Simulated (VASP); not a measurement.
Relaxed, unreconstructed slabs of RbBr (rock salt). Computed with r2SCAN meta-GGA, VASP's PBE PAW potentials (set 64) (plane waves; VASP 6.6.1).

Slab and bulk use different k-meshes, so the surface energy is good to a few per cent at best.

### Question
Order the faces (110) [8 atoms], (100) [8 atoms] by surface energy, lowest first.

### Answer
(100) [8 atoms] (0.12 J/m²), (110) [8 atoms] (0.23 J/m²)

Runs of the series that failed, ran out of time, didn't relax or are held back are left out, and each face is given by its thickest slab.

The cell is a thin slab with vacuum, built from RbBr (rock salt).
